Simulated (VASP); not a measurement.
# Ba4Si under changes of volume

One of the cells (50.808 Å³/atom); the others are scaled copies at fixed shape and fractional positions:

```xyz
5
Lattice="-3.9898 3.9898 3.9898 3.9898 -3.9898 3.9898 3.9898 3.9898 -3.9898" Properties=species:S:1:pos:R:3 pbc="T T T"
Ba    1.9949    1.9949    1.9949
Ba   -1.9949    1.9949    1.9949
Ba    1.9949    1.9949   -1.9949
Ba    1.9949   -1.9949    1.9949
Si    0.0000    0.0000    0.0000
```

The cell was built by a generator and needn't be a form met in nature.

- Program: VASP 6.6.1
- Functional: PBE
- Potentials or basis: VASP PAW PBE potentials, release 64 (Ba_sv, Si)
- Cutoff: 520 eV
- k mesh: 5 × 5 × 5
- Occupations: fermi-dirac, width 0.05 eV
- Spin: no spin polarisation

| volume (Å³/atom) | energy over the lowest point (meV/atom) | pressure (GPa) |
| --- | --- | --- |
| 46.823 | 14.88 | 1.4 |
| 47.819 | 7.66 | 1.0 |
| 48.815 | ? | ? |
| 50.808 | 0.00 | -0.1 |
| 51.804 | 1.41 | -0.4 |
| 52.800 | 4.49 | -0.6 |

Task: What does the run at 48.815 Å³/atom give?

Result: Energy over the lowest point 2.92 meV/atom; pressure 0.6 GPa.

Worked out: A Birch-Murnaghan fit of order 3 (a polynomial in V^(-2/3)) to the other rows has its minimum at 50.54 Å³/atom with B0 = V·E''(V) = 15.5 GPa and B' = 4.0. It gives 2.93 meV/atom at 48.815 Å³/atom, against the run's 2.92, and -dE/dV = 0.6 GPa, against 0.6.

Energies are extrapolated to zero smearing.
